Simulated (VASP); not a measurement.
Level of theory: SCAN meta-GGA, VASP's PBE PAW potentials (set 64) (plane waves; VASP).

VASP input:

**POSCAR**
```
Dy
1
    1.7978733603    -3.1140078051    -0.0000000000
    1.7978733603     3.1140078051     0.0000000000
   -0.0000000000     0.0000000000     5.4802656454
Dy
2
Direct
  0.3333330000   0.6666670000   0.2500000000
  0.6666670000   0.3333330000   0.7500000000
```

**INCAR**
```
# general
SYSTEM   =  Dy
PREC     =  Accurate
ENCUT    =  520
LREAL    =  .FALSE.   # projection in real space or not
LASPH    =  .TRUE.

# electronic loop
EDIFF    =  1E-6   # SCF stop (eV)
NELM     =  100   # most electronic steps
ALGO     =  Normal   # blocked Davidson
LMAXMIX  =  6
LMIXTAU  =  .TRUE.

# smearing
ISMEAR   =  1   # Methfessel-Paxton
SIGMA    =  0.1   # width (eV)

# functional
METAGGA  =  SCAN

# ions
IBRION   =  2   # conjugate gradients
NSW      =  60
ISIF     =  3   # ions, shape and volume
EDIFFG   =  -0.01

# output
LWAVE    =  .FALSE.
LCHARG   =  .FALSE.
```

### KPOINTS
```
kpoints
0
Gamma
 11 11 6
```

POTCAR, in this order: Dy_3 (PBE.64 set). Program: vasp_std.

Output of the run:

File OSZICAR:
```
       N       E                     dE             d eps       ncg     rms          rms(c)
DAV:   1    -0.347442746571E+02   -0.34744E+02   -0.91877E+03  1664   0.131E+03
DAV:   2    -0.947942920062E+02   -0.60050E+02   -0.58958E+02  1684   0.328E+02
DAV:   3    -0.982863661008E+02   -0.34921E+01   -0.32405E+01  2328   0.434E+01
DAV:   4    -0.984246316677E+02   -0.13827E+00   -0.13755E+00  2072   0.904E+00
DAV:   5    -0.984299286223E+02   -0.52970E-02   -0.52928E-02  2423   0.131E+00    0.290E+01
DAV:   6    -0.959405493626E+02    0.24894E+01   -0.89070E-01  1819   0.109E+01    0.154E+01
DAV:   7    -0.945486986984E+02    0.13919E+01   -0.50392E-01  2444   0.733E+00    0.861E-01
DAV:   8    -0.956520310439E+02   -0.11033E+01   -0.57826E-01  1807   0.760E+00    0.258E+00
DAV:   9    -0.956464974541E+02    0.55336E-02   -0.16629E-01  1674   0.533E+00    0.984E-01
DAV:  10    -0.956572401602E+02   -0.10743E-01   -0.17232E-02  1744   0.184E+00    0.855E-01
DAV:  11    -0.956439060789E+02    0.13334E-01   -0.20839E-02  1694   0.204E+00    0.904E-01
DAV:  12    -0.956584830877E+02   -0.14577E-01   -0.64997E-03  1689   0.106E+00    0.331E-01
DAV:  13    -0.956602984301E+02   -0.18153E-02   -0.83624E-02  1664   0.403E+00    0.185E-01
DAV:  14    -0.956609022254E+02   -0.60380E-03   -0.54629E-04  2323   0.282E-01    0.253E-01
DAV:  15    -0.956622695691E+02   -0.13673E-02   -0.35492E-04  1719   0.251E-01    0.251E-01
DAV:  16    -0.956625376635E+02   -0.26809E-03   -0.41555E-04  1734   0.295E-01    0.275E-01
DAV:  17    -0.956596315508E+02    0.29061E-02   -0.23831E-03  1669   0.632E-01    0.219E-01
DAV:  18    -0.956595761746E+02    0.55376E-04   -0.40591E-04  1684   0.277E-01    0.210E-01
DAV:  19    -0.956590717185E+02    0.50446E-03   -0.41884E-04  1674   0.255E-01    0.180E-01
DAV:  20    -0.956589445580E+02    0.12716E-03   -0.10198E-04  1794   0.154E-01    0.908E-02
DAV:  21    -0.956588454098E+02    0.99148E-04   -0.21645E-04  1704   0.202E-01    0.538E-02
DAV:  22    -0.956587704968E+02    0.74913E-04   -0.40606E-05  1704   0.910E-02    0.383E-02
DAV:  23    -0.956587543263E+02    0.16170E-04   -0.38957E-05  1674   0.854E-02    0.321E-02
DAV:  24    -0.956587173253E+02    0.37001E-04   -0.28979E-05  1674   0.752E-02    0.127E-02
DAV:  25    -0.956587071400E+02    0.10185E-04   -0.50507E-06  1764   0.328E-02    0.672E-03
DAV:  26    -0.956587014816E+02    0.56585E-05   -0.63510E-06  1704   0.351E-02    0.166E-03
DAV:  27    -0.956587011871E+02    0.29444E-06   -0.25092E-06  1709   0.210E-02
   1 F= -.95658701E+02 E0= -.95660354E+02  d E =-.956587E+02
       N       E                     dE             d eps       ncg     rms          rms(c)
DAV:   1    -0.956588098616E+02   -0.10838E-03   -0.18914E-03  1664   0.373E-01    0.630E-02
DAV:   2    -0.956588694714E+02   -0.59610E-04   -0.23785E-04  1674   0.181E-01    0.285E-02
DAV:   3    -0.956589349190E+02   -0.65448E-04   -0.11998E-04  1991   0.110E-01    0.103E-02
DAV:   4    -0.956588815085E+02    0.53410E-04   -0.71373E-05  1674   0.112E-01    0.110E-02
DAV:   5    -0.956588983272E+02   -0.16819E-04   -0.10937E-04  1669   0.138E-01    0.784E-03
DAV:   6    -0.956588481324E+02    0.50195E-04   -0.47927E-05  1674   0.895E-02    0.229E-03
DAV:   7    -0.956588278724E+02    0.20260E-04   -0.43591E-06  1664   0.265E-02    0.107E-03
DAV:   8    -0.956588263255E+02    0.15469E-05   -0.11272E-06  1216   0.144E-02    0.496E-04
DAV:   9    -0.956588288244E+02   -0.24989E-05   -0.40373E-07   877   0.828E-03    0.517E-04
DAV:  10    -0.956588289162E+02   -0.91813E-07   -0.25199E-08   862   0.212E-03
   2 F= -.95658829E+02 E0= -.95660491E+02  d E =-.127729E-03
```

**OUTCAR**
```
------------------------ aborting loop because EDIFF is reached ----------------------------------------
  FORCE on cell =-STRESS in cart. coord.  units (eV):
  Direction    XX          YY          ZZ          XY          YZ          ZX
  --------------------------------------------------------------------------------------
  Total       -0.0081241     -0.0081241     -0.0050764      0.0000000     -0.0000000      0.0000000
  in kB       -0.2118508     -0.2118508     -0.1323764      0.0000000     -0.0000000      0.0000000
  external PRESSURE =      -0.1853593 kB  Pullay stress =       0.0000000 kB
  volume of cell :       61.44
      direct lattice vectors                 reciprocal lattice vectors
     1.798546012 -3.115172872  0.000000000     0.278002340 -0.160504736 -0.000000000
     1.798546012  3.115172872 -0.000000000     0.278002340  0.160504736  0.000000000
    -0.000000000 -0.000000000  5.483036554     0.000000000  0.000000000  0.182380692
 POSITION                                       TOTAL-FORCE (eV/Angst)
 -----------------------------------------------------------------------------------
      1.79855      1.03839      1.37076         0.000000      0.000000      0.000000
      1.79855     -1.03839      4.11228        -0.000000     -0.000000      0.000000
 -----------------------------------------------------------------------------------
    total drift:                                0.000000      0.000101     -0.000011
  FREE ENERGIE OF THE ION-ELECTRON SYSTEM (eV)
  ---------------------------------------------------
  free  energy   TOTEN  =       -95.6588289162 eV

  energy  without entropy=      -95.6638141252  energy(sigma->0) =      -95.66049065

 reached required accuracy - stopping structural energy minimisation
```
(Selected blocks of OUTCAR.)

File CONTCAR:
```
Dy
   1.00000000000000
     1.7985460123643233   -3.1151728724261645    0.0000000000000000
     1.7985460123643233    3.1151728724261645   -0.0000000000000000
    -0.0000000000000000   -0.0000000000000000    5.4830365537369827
  Dy
     2
Direct
     0.3333330000000032    0.6666669999999968    0.2500000000000000
     0.6666669999999968    0.3333330000000032    0.7500000000000000
```

The 4f electrons are frozen in the core of the lanthanide potential, so 4f levels, which can set the real gap, and their magnetism are missing.

The compound is Dy in the hcp structure. This run relaxes it. Symmetry was kept, so distortions that lower it aren't found. The start is the result of an earlier pass.
